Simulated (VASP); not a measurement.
# MoS2: excitons from the Bethe-Salpeter equation, part 2 of 3

What does the electron-hole attraction do to the spectrum of MoS2? The cell has space group P6_3/mmc. The start is a cell from a database of measured crystal structures.

VASP 6.6.1, plane waves and PAW; the level of theory is named at each step.

So far. Step 2 (Ground state): The cell has a gap of 0.872 eV on mesh and path. Spin-orbit coupling is left out, which can shift or reorder these edges. Step 3 (Empty bands): WAVECAR now holds 248 bands for 52 electrons. Its independent-particle dielectric tensor has xx, yy, zz = 16.6, 16.6, 10.0 on this mesh, which isn't tested for convergence in mesh or bands and lacks local fields.

The database entry behind the starting cell differs from later determinations by our own check (about 0.3 % long), so it need not match the best structure at ambient conditions.

**4. G0W0**

This step: G0W0 on PBE, no spin polarisation; plane waves and PAW (Mo_sv_GW, S_GW) (VASP 6.6.1).

One pass of GW corrects the levels to first order, with G and W from the starting orbitals. LWAVE keeps the quasiparticle levels in WAVECAR, and the W files hold the screened interaction for the next step.

Input file INCAR:

```
SYSTEM = MoS2
PREC = Accurate
ENCUT = 370
ISMEAR = 0
SIGMA = 0.01
LREAL = .FALSE.
GGA = PE
NBANDS = 248
ALGO = EVGW0
NELMGW = 1
ENCUTGW = 100
NOMEGA = 48
PRECFOCK = Fast
NBANDSGW = 40
LWAVE = .TRUE.
LCHARG = .FALSE.
```

Input file POSCAR:

```
MoS2
1.0
    3.1690000000      0.0000000000      0.0000000000
   -1.5845000000      2.7444345046      0.0000000000
    0.0000000000      0.0000000000     12.3240000000
Mo S
2 4
Direct
    0.3333333333      0.6666666667      0.2500000000
    0.6666666667      0.3333333333      0.7500000000
    0.3333333333      0.6666666667      0.6230000000
    0.6666666667      0.3333333333      0.1230000000
    0.3333333333      0.6666666667      0.8770000000
    0.6666666667      0.3333333333      0.3770000000
```

Input file KPOINTS:

```
Automatic mesh
0
Gamma
6 6 2
0 0 0
```

PAW data sets: Mo_sv_GW and S_GW (PBE family, release 64).

On the command line:

```bash
$ mpirun -np 8 vasp_std
```

The program printed:

```text
[banner, memory and clock lines left out]
running    8 mpi-ranks, on    1 nodes
 distrk:  each k-point on    8 cores,    1 groups
 distr:  one band on    1 cores,    8 groups

 POSCAR found type information on POSCAR MoS
 POSCAR found :  2 types and       6 ions
 [... a notice as in an earlier step ...]

|                                                                             |
|           W    W    AA    RRRRR   N    N  II  N    N   GGGG   !!!           |
|           W    W   A  A   R    R  NN   N  II  NN   N  G    G  !!!           |
|           W    W  A    A  R    R  N N  N  II  N N  N  G       !!!           |
|           W WW W  AAAAAA  RRRRR   N  N N  II  N  N N  G  GGG   !            |
|           WW  WW  A    A  R   R   N   NN  II  N   NN  G    G                |
|           W    W  A    A  R    R  N    N  II  N    N   GGGG   !!!           |
|                                                                             |
|     The default for ENCUTGWSOFT is different in this version of VASP.       |
|     please manually set ENCUTGWSOFT =100 in the INCAR file.                 |
|                                                                             |

 LDA part: xc-table for (Slater+PW92), standard interpolation
 found WAVECAR, reading the header
 POSCAR, INCAR and KPOINTS ok, starting setup
 FFT: planning ... GRIDC
 FFT: planning ... GRID_SOFT
 FFT: planning ... GRID
 reading WAVECAR
 the WAVECAR file was read successfully
 initial charge from wavefunction
 available memory per node:     61.96 GB, setting MAXMEM to     63445

 The Fermi energy was updated, please check that it is located mid-gap
 values below the HOMO (VB) or above the LUMO (CB) will cause erroneous energies
 E-fermi :   7.9077

 calculate exact exchange contribution
 the WAVEDER file was read successfully
|                                                                             |
|           W    W    AA    RRRRR   N    N  II  N    N   GGGG   !!!           |
|           W    W   A  A   R    R  NN   N  II  NN   N  G    G  !!!           |
|           W    W  A    A  R    R  N N  N  II  N N  N  G       !!!           |
|           W WW W  AAAAAA  RRRRR   N  N N  II  N  N N  G  GGG   !            |
|           WW  WW  A    A  R   R   N   NN  II  N   NN  G    G                |
|           W    W  A    A  R    R  N    N  II  N    N   GGGG   !!!           |
|                                                                             |
|     Automatic setting of frequency mesh for GW failed. Frequency mesh       |
|     properly not suitable for determining QP energies. Consider             |
|     increasing number of kpoints.                                           |
|                                                                             |

energies w=
    0.000    0.000    0.926    0.000    1.847    0.000    2.761    0.000
    3.665    0.000    4.556    0.000    5.431    0.000    6.291    0.000
    7.134    0.000    7.962    0.000    8.775    0.000    9.575    0.000
   10.364    0.000   11.143    0.000   11.915    0.000   12.684    0.000
   13.452    0.000   14.222    0.000   14.997    0.000   15.783    0.000
   16.582    0.000   17.399    0.000   18.239    0.000   19.107    0.000
   20.011    0.000   20.957    0.000   21.954    0.000   23.011    0.000
   24.141    0.000   25.358    0.000   26.679    0.000   28.125    0.000
   29.724    0.000   31.507    0.000   33.521    0.000   35.821    0.000
   38.482    0.000   41.609    0.000   45.346    0.000   49.900    0.000
   55.584    0.000   62.882    0.000   72.598    0.000   86.156    0.000
  106.365    0.000  139.606    0.000  204.205    0.000  382.947    0.000
 responsefunction array rank=     264
 LDA part: xc-table for (Slater+PW92), standard interpolation

 min. memory requirement per mpi rank    310.6 MB, per node   2484.9 MB

 allocating   6 responsefunctions rank=   264
 shmem allocating  48 responsefunctions rank=   264
 response function shared by NCSHMEM nodes    1
 Doing            6  frequencies on each core in blocks of           48
NQ=   1    0.0000    0.0000    0.0000,
|.........|.........|.........|.........|.........|.........|.........|.........
 performed       1108000 updates of chi_q(r,r)
 total number of BLAS operations        576.86 Gflops
NQ=   2    0.1667   -0.0000    0.0000,
|.........|.........|.........|.........|.........|.........|.........|.........
 performed       3129000 updates of chi_q(r,r)
 total number of BLAS operations       1661.73 Gflops
NQ=   3    0.3333   -0.0000    0.0000,
|.........|.........|.........|.........|.........|.........|.........|.........
 performed       5150000 updates of chi_q(r,r)
 total number of BLAS operations       2640.43 Gflops
NQ=   4    0.5000   -0.0000    0.0000,
|.........|.........|.........|.........|.........|.........|.........|.........
 performed       6655000 updates of chi_q(r,r)
 total number of BLAS operations       3322.76 Gflops
NQ=   5    0.1667    0.1667    0.0000,
|.........|.........|.........|.........|.........|.........|.........|.........
 performed       8676000 updates of chi_q(r,r)
 total number of BLAS operations       4262.07 Gflops
NQ=   6    0.3333    0.1667    0.0000,
|.........|.........|.........|.........|.........|.........|.........|.........
 performed      10935000 updates of chi_q(r,r)
 total number of BLAS operations       5286.04 Gflops
NQ=   7    0.3333    0.3333    0.0000,
|.........|.........|.........|.........|.........|.........|.........|.........
 performed      12242000 updates of chi_q(r,r)
 total number of BLAS operations       5888.45 Gflops
NQ=   8    0.0000    0.0000    0.5000,
|.........|.........|.........|.........|.........|.........|.........|.........
 performed      13350000 updates of chi_q(r,r)
 total number of BLAS operations       6488.16 Gflops
NQ=   9    0.1667   -0.0000    0.5000,
|.........|.........|.........|.........|.........|.........|.........|.........
 performed      15371000 updates of chi_q(r,r)
 total number of BLAS operations       7531.55 Gflops
NQ=  10    0.3333   -0.0000    0.5000,
|.........|.........|.........|.........|.........|.........|.........|.........
 performed      17392000 updates of chi_q(r,r)
 total number of BLAS operations       8478.68 Gflops
NQ=  11    0.5000   -0.0000    0.5000,
|.........|.........|.........|.........|.........|.........|.........|.........
 performed      18897000 updates of chi_q(r,r)
 total number of BLAS operations       9127.03 Gflops
NQ=  12    0.1667    0.1667    0.5000,
|.........|.........|.........|.........|.........|.........|.........|.........
 performed      20918000 updates of chi_q(r,r)
 total number of BLAS operations      10027.78 Gflops
NQ=  13    0.3333    0.1667    0.5000,
|.........|.........|.........|.........|.........|.........|.........|.........
 performed      23177000 updates of chi_q(r,r)
 total number of BLAS operations      11121.74 Gflops
NQ=  14    0.3333    0.3333    0.5000,
|.........|.........|.........|.........|.........|.........|.........|.........
 performed      24484000 updates of chi_q(r,r)
 total number of BLAS operations      11754.65 Gflops
 resolving degeneracies of screened two electron integrals

 calculate QP shifts <psi_nk| G(iteration)W_0 |psi_nk>: iteration 1
 writing wavefunctions
 entering main loop
```

It took 8.8 min on 8 MPI ranks of Intel Xeon Platinum 8488C (Sapphire Rapids), shared host; peak memory 2.8 GiB; 70 min of CPU time.

Parts of OUTCAR (step 4):

```text
 Found     14 irreducible k-points:

   k-points           NKPTS =     14   k-points in BZ     NKDIM =     72   number of bands    NBANDS=    248

   NELECT =      52.0000    total number of electrons

 E-fermi :   7.9077

 QP shifts <psi_nk| G(iteration)W_0 |psi_nk>: iteration 1
 for sc-GW calculations column KS-energies equals QP-energies in previous step
 and V_xc(KS)=  KS-energies - (<T + V_ion + V_H > + <T+V_H+V_ion>^1  + <V_x>^1)
 k-point   1 :       0.0000    0.0000    0.0000
  band No.  KS-energies  QP-energies   sigma(KS)   V_xc(KS)     V^pw_x(r,r')   Z            occupation Imag(sigma)
    ...
     23       5.3314       5.3296     -16.0746     -16.0721     -17.6885       0.7548       2.0000       0.2473
     24       6.2794       5.9766     -14.1801     -13.7820     -16.1943       0.7605       2.0000       0.2527
     25       6.3184       6.3324     -15.2574     -15.2759     -16.3794       0.7554       2.0000       0.2129
     26       7.4669       7.5741     -16.1320     -16.2747     -16.8259       0.7516       2.0000       0.1387
     27       9.5569      10.2430     -14.7363     -15.6409     -10.9064       0.7584       0.0000      -0.2840
     28       9.5569      10.2430     -14.7363     -15.6409     -10.9064       0.7584       0.0000      -0.2840
     29       9.5846      10.2611     -14.6491     -15.5415     -10.7954       0.7580       0.0000      -0.2866
     30       9.5846      10.2611     -14.6491     -15.5415     -10.7954       0.7580       0.0000      -0.2866
    ...

 k-point   2 :       0.1667   -0.0000    0.0000
  band No.  KS-energies  QP-energies   sigma(KS)   V_xc(KS)     V^pw_x(r,r')   Z            occupation Imag(sigma)
    ...
     23       5.4056       5.1260     -14.2197     -13.8514     -16.2645       0.7592       2.0000       0.2762
     24       6.2787       6.3173     -15.5650     -15.6163     -16.7607       0.7532       2.0000       0.2172
     25       6.3000       6.0158     -14.1764     -13.8024     -16.1584       0.7599       2.0000       0.2470
     26       6.6946       6.7489     -15.6924     -15.7645     -16.7338       0.7538       2.0000       0.1862
     27       8.9511       9.5329     -14.4302     -15.1982     -10.7831       0.7576       0.0000      -0.2660
     28       9.3144       9.9418     -14.8095     -15.6422     -11.1687       0.7535       0.0000      -0.2845
     29       9.3229      10.0450     -14.9762     -15.9247     -10.9788       0.7613       0.0000      -0.2808
     30       9.5195      10.1697     -15.1011     -15.9651     -11.2839       0.7526       0.0000      -0.3109
    ...

 k-point   3 :       0.3333   -0.0000    0.0000
  band No.  KS-energies  QP-energies   sigma(KS)   V_xc(KS)     V^pw_x(r,r')   Z            occupation Imag(sigma)
    ...
     23       5.4230       5.1328     -14.3689     -13.9828     -16.6475       0.7518       2.0000       0.3046
     24       5.5065       5.3599     -15.1585     -14.9645     -17.1387       0.7551       2.0000       0.2732
     25       5.6672       5.6255     -14.9601     -14.9050     -16.3675       0.7581       2.0000       0.2522
     26       5.9237       5.9180     -15.3398     -15.3322     -16.6981       0.7557       2.0000       0.2368
     27       8.8544       9.5129     -15.2157     -16.0891     -11.3738       0.7540       0.0000      -0.2774
     28       8.9523       9.6924     -15.9959     -16.9840     -12.1711       0.7489       0.0000      -0.2820
     29       9.1080       9.8539     -16.0779     -17.0747     -12.2002       0.7483       0.0000      -0.2938
     30       9.5660      10.2899     -15.8367     -16.8022     -11.7526       0.7498       0.0000      -0.3352
    ...

[... 8 parts as in an earlier step ...]

[... 5 further parts left out ...]
```

Numbers from this step:

```
quasiparticle gap on the mesh                 : 1.334 eV
smallest direct quasiparticle gap on the mesh : 2.213 eV
gap of the starting orbitals on the mesh      : 0.8817 eV
```

GW takes the gap from 0.882 to 1.334 eV. Spin-orbit coupling is left out. The value holds for 248 bands, ENCUTGW = 100 eV and this mesh, and isn't shown to be converged in them. VASP warns that the automatic setting of its frequency mesh failed and advises more k points, so the value is in doubt.

**5. BSE, Tamm-Dancoff**

This step: BSE on G0W0 on PBE, no spin polarisation; plane waves and PAW (Mo_sv_GW, S_GW) (VASP 6.6.1).

The Bethe-Salpeter equation adds the screened attraction of electron and hole to the quasiparticle pairs; ANTIRES = 0 leaves out the coupling to antiresonant pairs.

Input file INCAR:

```
SYSTEM = MoS2
PREC = Accurate
ENCUT = 370
ISMEAR = 0
SIGMA = 0.01
LREAL = .FALSE.
GGA = PE
NBANDS = 248
ALGO = BSE
NBANDSO = 5
NBANDSV = 4
OMEGAMAX = 25
NEDOS = 1000
CSHIFT = 0.1
PRECFOCK = Fast
LWAVE = .FALSE.
LCHARG = .FALSE.
ENCUTGW = 100
ANTIRES = 0
```

POSCAR is that of step 4.

KPOINTS is that of step 4.

On the command line:

```bash
$ mpirun -np 8 vasp_std
```

The program printed:

```text
[banner, memory and clock lines left out]
running    8 mpi-ranks, on    1 nodes
 distrk:  each k-point on    8 cores,    1 groups
 distr:  one band on    1 cores,    8 groups

 POSCAR found type information on POSCAR MoS
 POSCAR found :  2 types and       6 ions
|                                                                             |
|           W    W    AA    RRRRR   N    N  II  N    N   GGGG   !!!           |
|           W    W   A  A   R    R  NN   N  II  NN   N  G    G  !!!           |
|           W    W  A    A  R    R  N N  N  II  N N  N  G       !!!           |
|           W WW W  AAAAAA  RRRRR   N  N N  II  N  N N  G  GGG   !            |
|           WW  WW  A    A  R   R   N   NN  II  N   NN  G    G                |
|           W    W  A    A  R    R  N    N  II  N    N   GGGG   !!!           |
|                                                                             |
|     For optimal performance we recommend to set                             |
|       NCORE = 2 up to number-of-cores-per-socket                            |
|     NCORE specifies how many cores store one orbital (NPAR=cpu/NCORE).      |
|     This setting can greatly improve the performance of VASP for DFT.       |
|     The default, NCORE=1 might be grossly inefficient on modern             |
|     multi-core architectures or massively parallel machines. Do your        |
|     Unfortunately you need to use the default for GW and RPA                |
|     calculations (for HF NCORE is supported but not extensively tested      |
|     yet).                                                                   |
|                                                                             |

|                                                                             |
|           W    W    AA    RRRRR   N    N  II  N    N   GGGG   !!!           |
|           W    W   A  A   R    R  NN   N  II  NN   N  G    G  !!!           |
|           W    W  A    A  R    R  N N  N  II  N N  N  G       !!!           |
|           W WW W  AAAAAA  RRRRR   N  N N  II  N  N N  G  GGG   !            |
|           WW  WW  A    A  R   R   N   NN  II  N   NN  G    G                |
|           W    W  A    A  R    R  N    N  II  N    N   GGGG   !!!           |
|                                                                             |
|     The default for ENCUTGWSOFT is different in this version of VASP.       |
|     please manually set ENCUTGWSOFT =100 in the INCAR file.                 |
|                                                                             |

 LDA part: xc-table for (Slater+PW92), standard interpolation
 found WAVECAR, reading the header
 POSCAR, INCAR and KPOINTS ok, starting setup
 FFT: planning ... GRIDC
 FFT: planning ... GRID_SOFT
 FFT: planning ... GRID
 reading WAVECAR
 the WAVECAR file was read successfully
 initial charge from wavefunction
 available memory per node:     64.80 GB, setting MAXMEM to     66358

 The Fermi energy was updated, please check that it is located mid-gap
 values below the HOMO (VB) or above the LUMO (CB) will cause erroneous energies
 E-fermi :   8.2410

 the WAVEDER file was read successfully
 responsefunction array rank=     264

 min. memory requirement per mpi rank    194.7 MB, per node   1557.6 MB

 Doing            0  frequencies on each core in blocks of            0
 Found all WFULLXXXX.tmp files
 reading now WFULL0001.tmp
 reading now WFULL0002.tmp
 reading now WFULL0003.tmp
 reading now WFULL0004.tmp
 reading now WFULL0005.tmp
 reading now WFULL0006.tmp
 reading now WFULL0007.tmp
 reading now WFULL0008.tmp
 reading now WFULL0009.tmp
 reading now WFULL0010.tmp
 reading now WFULL0011.tmp
 reading now WFULL0012.tmp
 reading now WFULL0013.tmp
 reading now WFULL0014.tmp
 parallelization over k-points
 Using distributed matrix
 Using distributed eigensolver
 allocating two-electron 4 orbital integral table    5    4    5    4
 BSE setting up matrix
 available memory per node:     64.63 GB, setting MAXMEM to     66184
 Calculate matrix elements of the BSE Hamiltonian:
 Workload is divided into blocks of two-electron 4 orbital integrals computed in
  parallel.
 Each block/integral has dimensions  of (   5,   4,   5,   4) orbitals
 Total number of blocks/integrals:                 2628
 Number of spins:                                     1
 Number of kpoints:                                  72
 Spin channel:                                        1
  Number of blocks of unoccupied bands:               1
  Number of blocks of occupied bands:                 1
 Number of rows/columns of blocks:                   72

                                                        Time (sec)
               Integrals                 Ranks       Real         CPU
  [         1 -        576/      2628]     8         1.55        0.00
  [       577 -       1152/      2628]     8         3.11        0.00
  [      1153 -       1728/      2628]     8         4.70        0.00
  [      1729 -       2304/      2628]     8         6.27        0.00
  [      2305 -       2592/      2628]     8         7.05        0.00
  [      2593 -       2628/      2628]     8         7.24        0.00

 BSE redistributing all elements
 BSE diagonalizing matrix PDSYEVX_ZHEEVX_DESC
 BSE calculating oscillator strength
```

The job ended after 9.6 s (8 MPI ranks; peak memory 2.8 GiB; 73 s of CPU time).

OUTCAR, selected parts (step 5):

```text
   NELECT =      52.0000    total number of electrons

 E-fermi :   8.2410

[... 9 parts as in an earlier step ...]

[... 1 further part left out ...]
```

This step gave:

- lowest excitation: 1.966 eV

The imaginary dielectric function has structure finer than the step of the table below, so its rows give means over 1 eV, whole bins alone (the curve runs from 0 to 25 eV). Peaks (eV: height): xx 2.0: 15.9, 2.9: 27.0, 3.6: 20.1; yy 2.0: 15.9, 2.9: 27.0, 3.6: 20.0; zz 3.1: 6.51, 3.9: 3.93, 4.2: 3.68, 5.5: 5.08, 6.3: 6.21.

From 5 filled and 4 empty bands alone, without any pair above OMEGAMAX = 25 eV, so strength is missing wherever others contribute; lines are broadened by CSHIFT, which also makes the tail under the first line. Table of imaginary dielectric function by photon energy; means over each step:

```csv
photon energy (eV),xx,yy,zz
1,0.399,0.399,0.0345
2,6.21,6.21,0.184
3,16.9,16.9,3.55
4,11.7,11.7,2.53
5,3.55,3.56,2.24
6,1.71,1.77,3.18
7,0.236,0.267,0.530
8,0.0684,0.0697,0.0646
9,0.0394,0.0398,0.0254
10,0.0257,0.0259,0.0145
11,0.0179,0.0181,0.00935
12,0.0131,0.0132,0.00649
13,0.00996,0.01000,0.00475
14,0.00773,0.00779,0.00359
15,0.00614,0.00619,0.00280
16,0.00497,0.00500,0.00223
17,0.00408,0.00411,0.00181
18,0.00340,0.00342,0.00149
19,0.00287,0.00288,0.00124
20,0.00243,0.00245,0.00105
21,0.00209,0.00210,9.0e-4
22,0.00180,0.00181,7.6e-4
23,0.00157,0.00158,6.6e-4
24,0.00137,0.00138,5.9e-4
```

Some of the lowest 40 states alone, with states under 2.5 meV apart joined, scaled to the strongest line shown. Lines of the exciton spectrum (strongest = 100):

```csv
position (eV),lines merged,oscillator strength
1.966,4,100
2.166,4,10
2.196,4,0.0
2.308,4,0.7
2.483,2,0.0
2.500,2,0.0
2.599,2,0.0
2.612,2,11
2.622,1,0.0
2.652,2,0.0
2.656,3,14
2.667,1,0.0
2.679,1,0.0
2.699,5,47
2.715,1,0.0
```

The lowest excitation lies at 1.966 eV, -247 meV against the direct gap of these orbitals, a distance that this coarse mesh makes far too large. Peak heights aren't converged with the mesh, least of all at the onset.

(Part 2 of 3 ends here.)

[Lines on the potential files, build, host, timing and source positions are cut from VASP's logs without a mark.]

[Logs are printed without paths, hosts, clocks, repeated set-up lines and the standing remarks that a program may print on its own settings, such as how far it seeks lower states.]

[Hosts, paths, dates, database ids (printed as entryN), source tags and the programs' standing remarks are cut or masked in the printed files.]

[Pressures printed for these runs are not shown converged in the cutoff: they can be off by several GPa and have the wrong sign.]
